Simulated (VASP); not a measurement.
Energy against volume of ZnSe (zinc blende). Method: PBE GGA with D3 dispersion (zero damping), VASP's PBE PAW potentials (set 64) (plane waves; VASP). Numerical set-up: 520 eV cut-off, 8×8×8 Γ-centred mesh, Gaussian smearing of 0.050 eV, potentials Zn Se.

| V (Å³/atom) | E (eV/atom) |
|---|---|
| 22.026 | -3.28514 |
| 22.707 | -3.28966 |
| 23.388 | -3.28592 |
| 24.069 | -3.27521 |

Task: Fit these four points and predict the energy of the run at 21.345 Å³/atom.

Result: A cubic in V^(−2/3), the third-order Birch-Murnaghan form, passes through the four points with V0 = 22.72 Å³/atom and B0 = 64 GPa, and gives -3.2708 eV/atom there. The run gave -3.2709 eV/atom, -0.1 meV/atom from the fit; all five points give B0 = 64 GPa.

The compound is ZnSe in the zinc blende structure. It was relaxed first.
